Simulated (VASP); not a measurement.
Given:

```yaml
crystal:
  lattice:
    - [5.88863, 0.00000, 0.00000]
    - [0.00000, 5.88863, 0.00000]
    - [0.00000, 0.00000, 5.88863]
  atoms:
    - { symbol: Zn, position: [0.01657, 0.98343, 0.98343] }
    - { symbol: Zn, position: [0.48343, 0.51657, 0.98343] }
    - { symbol: Zn, position: [0.48343, 0.98343, 0.51657] }
    - { symbol: Zn, position: [0.01657, 0.51657, 0.51657] }
    - { symbol: Te, position: [0.25000, 0.25000, 0.25000] }
    - { symbol: Te, position: [0.75000, 0.75000, 0.25000] }
    - { symbol: Te, position: [0.75000, 0.25000, 0.75000] }
    - { symbol: S, position: [0.25000, 0.75000, 0.75000] }
```

All values below come from PBEsol GGA, VASP's PBE PAW potentials (set 64) (plane waves; VASP). Numerical set-up: 400 eV cut-off, 4×4×4 Γ-centred mesh, tetrahedra with Blöchl corrections, potentials Zn Te S.

Unless said otherwise, spin-orbit coupling is left out, though it shifts the bands of the heavy elements here.

**Question.** Predict the energy per atom (σ→0), band gap (on the k-mesh) with the smallest direct gap where there is one.

**Answer.** 
| Property | Value |
|---|---|
| band gap (on the k-mesh) | 1.02 eV |
| smallest direct gap (on the k-mesh) | 1.02 eV |
| energy per atom (σ→0) | -3.123 eV/atom |

The absolute energy has meaning only against runs of the same code, potentials and settings.

The structure was generated: Zn4STe3 was put into an ordered model structure (P-43m), which need not be its known phase. It was relaxed first.
